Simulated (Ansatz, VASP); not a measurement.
## Cross-check of CSeS between VASP and Ansatz

Aim: how closely do two programs agree when they are given the same cell, functional and k mesh? The cell is taken from a series of runs on this material, whose earlier steps may have relaxed, scaled, displaced or heated it; both programs get it as it stands.

Program: Ansatz 0.2.0. Level of theory: plane waves, with VASP 6.6.1 beside it; dielectric response at PBE. Results are calculated unless marked as measured.

The structure was built from a prototype and need not be the compound's stable phase.

### Step 1. The starting structure

Symmetry: Cmc2_1, No. 36, orthorhombic system. Conventional cell: a = 7.215 Å, b = 6.333 Å, c = 10.136 Å, α = 90.00°, β = 90.00°, γ = 90.00°. Nearest to Se lie 1 C at 1.71 Å. Nearest to S lie 1 C at 1.56 Å. C has 1 S at 1.56 Å and 1 Se at 1.71 Å nearest. As first built, before any earlier steps moved the atoms (in the runner's words): half of the S replaced by Se in the Cmce structure of CS2. Farther neighbours and most contacts between anions are not listed.

Coordinates:

```cif
data_structure
_symmetry_space_group_name_H-M 'P 1'
_symmetry_Int_Tables_number 1
_cell_length_a 4.7999
_cell_length_b 4.7999
_cell_length_c 10.1355
_cell_angle_alpha 90.000
_cell_angle_beta 90.000
_cell_angle_gamma 82.550
_cell_volume 231.54
loop_
_atom_site_label
_atom_site_type_symbol
_atom_site_fract_x
_atom_site_fract_y
_atom_site_fract_z
_atom_site_occupancy
Se1 Se 0.17381 0.82619 0.37353 1
Se2 Se 0.32619 0.67381 0.87353 1
S3 S 0.84689 0.15311 0.62278 1
S4 S 0.65311 0.34689 0.12278 1
C5 C 0.49697 0.50303 0.00369 1
C6 C 0.00303 0.99697 0.50369 1
```

### Step 2. Ansatz: dielectric response, PBE

Ansatz runs on its default PAW (the set named soft_2) files.

The response to a field tests empty states and converges slowly with the mesh.

input.yaml

```yaml
crystal:
  lattice:
    - [3.6073808748, -3.166346873, 0.0]
    - [3.6073808748, 3.166346873, 0.0]
    - [0.0, 0.0, 10.135520962]
  atoms:
    - { symbol: Se, position: [0.1738071974, 0.8261928026, 0.3735269694] }
    - { symbol: Se, position: [0.3261928026, 0.6738071974, 0.8735269694] }
    - { symbol: S, position: [0.8468921414, 0.1531078586, 0.6227803012] }
    - { symbol: S, position: [0.6531078586, 0.3468921414, 0.1227803012] }
    - { symbol: C, position: [0.4969696847, 0.5030303153, 0.0036927293] }
    - { symbol: C, position: [0.0030303153, -0.0030303153, 0.5036927293] }
kpoints:
  mp_grid: { grid: [5, 5, 3] }
scf:
  occupations: { method: fixed }
hamiltonian:
  xc: pbe
  pseudopotentials: { kind: paw }
dielectric: {}
```

The run is started by

```console
$ ansatz run input.yaml --threads 2 --pin off --max-ram 5120MiB --backend cpu --events-out ev --progress --plain --runs-dir out
```

Numbers of over 12 decimals in the logs are rounded to 6 here.

Log:

```text
Engine: ansatz 0.2.0, aarch64-unknown-linux-gnu
Pseudopotentials: kind: paw
Pseudopotential: Se, paw, valence charge 16, recommended cutoff 420 eV (normal), Se.paw.azcp
Pseudopotential: S, paw, valence charge 6, recommended cutoff 420 eV (normal), S.paw.azcp
Pseudopotential: C, paw, valence charge 4, recommended cutoff 420 eV (normal), C.paw.azcp
Functional definition: PBE
  parameter kappa = 0.804
  parameter beta = 0.066725
  exchange = pbe_x(kappa = kappa, mu = beta*pi^2/3)
  correlation = pbe_c(beta = beta)
Crystal: 6 atoms, lattice volume = 231.540 Å³
Basis set: ecut = 420 eV, 4463 PW (Γ), exchange–correlation on 72×72×144 points (8 copies of the dense FFT grid, shifted against one another)
Bands: 32, of which v1, the nominal top of the filled ones, is band 26 counted from 1 (25 counted from 0)
Symmetry: 4 space group operations
k-points: 38 of 75 (irreducible under 1 space group operation, time reversal used)
Non-local potential: Se, projectors of the file, l = 0: 2, l = 1: 2, l = 2: 3, l = 3: 1
Non-local potential: S, projectors of the file, l = 0: 2, l = 1: 2, l = 2: 2
Non-local potential: C, projectors of the file, l = 0: 2, l = 1: 2, l = 2: 1
PAW form: soft (Blöchl's): semilocal exchange-correlation on the pseudo side does not see the compensation charge
PAW one-centre angular grid: Se, 590 points (default); XC on 64 Gauss nodes
PAW one-centre angular grid: S, 110 points (default); XC on 64 Gauss nodes
PAW one-centre angular grid: C, 110 points (default); XC on 64 Gauss nodes
Initial density: superposition of atomic densities (neutral atoms: chi_scale 0, normalization atom), corrected by the library's trained network
Initial wavefunctions: pseudopotential atomic-orbital guess
Functional: x = pbe(κ = 0.804, μ = 0.219515), c = pbe(β = 0.066725)
SCF iter   1: F=—  HF=-13241.333435 eV  |F-HF|=—  |Δ(HF+E_count)|=         —  Δρ=2.93e-3  dr2=3.27e-2  ethr=1.77e-3  ⟨swp⟩=5.0  Hψ=4564  notcnv=0  defer=136
preconditioner: auto → Resta (q_TF=auto, 2.127 Å⁻¹)  ε∞=3.0  [insulator: Δε(μ)=2.993 eV  Ē_g=9.683 eV  n_scr=38 (ndim 8)  ℏωp=13.8 eV  f_vac=0.306  ε∞_Penn≈3.0]
SCF iter   2: F=—  HF=-13241.324196 eV  |F-HF|=—  |Δ(HF+E_count)|=   9.24e-3  Δρ=1.31e-3  dr2=5.93e-3  ethr=6.29e-5  ⟨swp⟩=2.9  Hψ=2194  notcnv=0  defer=148
SCF iter   3: F=—  HF=-13241.323736 eV  |F-HF|=—  |Δ(HF+E_count)|=   4.60e-4  Δρ=4.82e-4  dr2=3.96e-4  ethr=1.14e-5  ⟨swp⟩=2.0  Hψ=1754  notcnv=0  defer=152
SCF iter   4: F=—  HF=-13241.324800 eV  |F-HF|=—  |Δ(HF+E_count)|=   1.06e-3  Δρ=1.58e-4  dr2=1.34e-4  ethr=7.61e-7  ⟨swp⟩=2.0  Hψ=1824  notcnv=0  defer=152
SCF iter   5: F=—  HF=-13241.324801 eV  |F-HF|=—  |Δ(HF+E_count)|=   9.05e-7  Δρ=6.70e-5  dr2=1.63e-5  ethr=2.57e-7  ⟨swp⟩=2.0  Hψ=1517  notcnv=0  defer=76
SCF iter   6: F=—  HF=-13241.324809 eV  |F-HF|=—  |Δ(HF+E_count)|=   8.86e-6  Δρ=3.91e-5  dr2=6.63e-6  ethr=3.13e-8  ⟨swp⟩=2.7  Hψ=2216  notcnv=0  defer=76
SCF iter   7: F=—  HF=-13241.324810 eV  |F-HF|=—  |Δ(HF+E_count)|=   8.74e-7  Δρ=1.33e-5  dr2=7.30e-7  ethr=1.27e-8  ⟨swp⟩=3.0  Hψ=1810  notcnv=0  defer=76
SCF iter   8: F=—  HF=-13241.324894 eV  |F-HF|=—  |Δ(HF+E_count)|=   8.34e-5  Δρ=1.58e-6  dr2=1.01e-8  ethr=1.40e-9  ⟨swp⟩=2.0  Hψ=1582  notcnv=0  defer=76
SCF iter   9: F=—  HF=-13241.324894 eV  |F-HF|=—  |Δ(HF+E_count)|=   9.62e-9  Δρ=3.10e-7  dr2=4.62e-10  ethr=1.94e-11  ⟨swp⟩=2.0  Hψ=2128  notcnv=0  defer=76
SCF iter  10: F=-13241.324894 eV  HF=-13241.324894 eV  |F-HF|=7.09e-11  |Δ(HF+E_count)|=  3.37e-10  Δρ=1.45e-7  dr2=7.70e-11  ethr=1.00e-12  ⟨swp⟩=10.4  Hψ=4970  notcnv=0
SCF 1 converged in 10 iterations: F = -13241.324894 eV  dr2 = 7.70e-11
  greatest PAW one-centre occupation: 1.000 electrons in one spin orbital (limit 2), on the Se atom at site 0 (counted from 0), in its partial waves of l = 2
NSCF: frozen V_eff on 9 k-points
DFPT response loops at Γ: preconditioner auto → none (the input reference at scf.mixing.eps_inf says where Resta's filter doesn't serve); β = 0.50; Broyden in place of MSR1
── the response to a field inside a basis, on 6×6×4 k-points: an SCF that follows is theirs, and a resumed run solves both again ──
Bands: 27, of which v1, the nominal top of the filled ones, is band 26 counted from 1 (25 counted from 0)
k-points: 24 of 144 (time reversal used)
Initial density: handed on by an earlier stage of this run
Initial wavefunctions: pseudopotential atomic-orbital guess (no wavefunctions were taken with the density)
Eigensolver: Dense (24 Hₖ)
SCF iter   1: F=—  HF=-13241.302867 eV  |F-HF|=—  |Δ(HF+E_count)|=         —  Δρ=1.17e-4  dr2=8.08e-6  ethr=1.00e-1
preconditioner: auto → Resta (q_TF=auto, 2.127 Å⁻¹)  ε∞=3.5  [insulator: Δε(μ)=2.991 eV  Ē_g=8.652 eV  n_scr=38 (ndim 8)  ℏωp=13.8 eV  f_vac=0.305  ε∞_Penn≈3.5]
SCF iter   2: F=—  HF=-13241.302877 eV  |F-HF|=—  |Δ(HF+E_count)|=   9.69e-6  Δρ=6.14e-5  dr2=2.46e-6  ethr=1.55e-8
SCF iter   3: F=—  HF=-13241.302881 eV  |F-HF|=—  |Δ(HF+E_count)|=   4.23e-6  Δρ=1.91e-5  dr2=1.17e-6  ethr=4.73e-9
SCF iter   4: F=-13241.302881 eV  HF=-13241.302881 eV  |F-HF|=1.24e-8  |Δ(HF+E_count)|=   1.24e-7  Δρ=2.70e-6  dr2=2.34e-8  ethr=2.25e-9
SCF 1 converged in 4 iterations: F = -13241.302881 eV  dr2 = 2.34e-8
DFPT response loops at Γ: mixed as the last ones told, above
SCF converged after 10 iterations
Free energy (F): -13241.324894 eV
Harris-Foulkes:  -13241.324894 eV  (|F-HF|=7.09e-11)
Internal energy: -13241.324894 eV  (E = F + TS)
E sigma→0 (E₀):  -13241.324894 eV
Fermi energy:    -0.724225 eV
--- Per-component energies (eV) ---
  E_band       = -1144.448085
  E_kinetic    = 613.955092
  E_local      = -7792.886020  (includes V_loc(G=0)·N_el)
  E_nonlocal   = -1076.643621
  E_hartree    = 3587.217204
  E_xc         = -490.135668
  E_vxc        = -478.042365  (∫ρ·V_xc dr)
  E_paw        = -5221.512492  (= ΣΔE_a)
  E_vpaw       = 414.735381  (= ΣTr[D̂ρ^β])
  E_aug_tail   = -0.001202  (compensation charges beyond the density's cutoff)
  E_ewald      = -2861.318188
  E_smearing   = -0.000000  (= −TS)
  E_closure    = 0.000000  (closes the sum)
  Σ components = -13241.324894   (vs F -13241.324894, Δ=0.00e0)
--- Band table (eV; the first three rows and the last of 38) ---
  k-point 0: bands = [... 22 lower, -1.1973, -1.0620, -0.9546, -0.7977, 2.3394, 2.3405, 2.7915, 2.8860, ... 2 higher]
  k-point 1: bands = [... 22 lower, -1.1331, -1.0110, -0.9996, -0.8679, 2.4547, 2.4550, 2.6796, 2.7302, ... 2 higher]
  k-point 2: bands = [... 22 lower, -1.1090, -1.0614, -0.9243, -0.8372, 2.3512, 2.3849, 2.6964, 2.7811, ... 2 higher]
  k-point 37: bands = [... 22 lower, -1.1434, -1.0068, -0.9500, -0.8352, 2.3844, 2.5127, 2.5744, 2.7813, ... 2 higher]
--- Dielectric response (ions clamped): 3 representative field directions + reference, inside a basis on a mesh of 144 k-points (Σ response iterations 18) ---
  ε∞ (high-frequency dielectric tensor):
        2.017691    -0.000000    -0.000000
       -0.000000     2.459494     0.000000
       -0.000000     0.000000     3.255059
  Born effective charges Z* (e; rows j = field, columns β = displacement):
    site 0:
         0.19390    0.00000    0.00000
         0.00000   -0.22758   -0.47624
         0.00000   -0.80018   -0.85316
    site 1:
         0.19390   -0.00000    0.00000
        -0.00000   -0.22758    0.47624
        -0.00000    0.80018   -0.85316
    site 2:
         0.18363    0.00000    0.00000
         0.00000   -0.38848   -0.66978
         0.00000   -1.07310   -1.22431
    site 3:
         0.18363   -0.00000    0.00000
        -0.00000   -0.38848    0.66978
        -0.00000    1.07310   -1.22431
    site 4:
        -0.37753    0.00000   -0.00000
         0.00000    0.61605   -1.25137
         0.00000   -2.00422    2.07748
    site 5:
        -0.37753   -0.00000   -0.00000
        -0.00000    0.61605    1.25137
        -0.00000    2.00422    2.07748
  Z* charge neutrality: 4.186e-3 e pre-enforcement
  solved inside a basis spanned on kpoints, on 6×6×4 k-points, its susceptibility summed on 10×10×4: ε∞ is read to err by 1.5e-2, Z* by 1.8e-2 e (field_mesh: kpoints solves on kpoints); Z* is corrected for what the basis lacks
```

The column dr2 measures how far the density is from self-consistency, as an energy; F and HF (Harris–Foulkes) agree once it is small.

(Continued in part 2 of 2.)

[Lines on the potential files, build, host, timing and source positions are cut from VASP's logs without a mark.]

[Logs are printed without paths, hosts, clocks, repeated set-up lines and the standing remarks that a program may print on its own settings, such as how far it seeks lower states.]

[Hosts, paths, dates, database ids (printed as entryN), source tags and the programs' standing remarks are cut or masked in the printed files.]
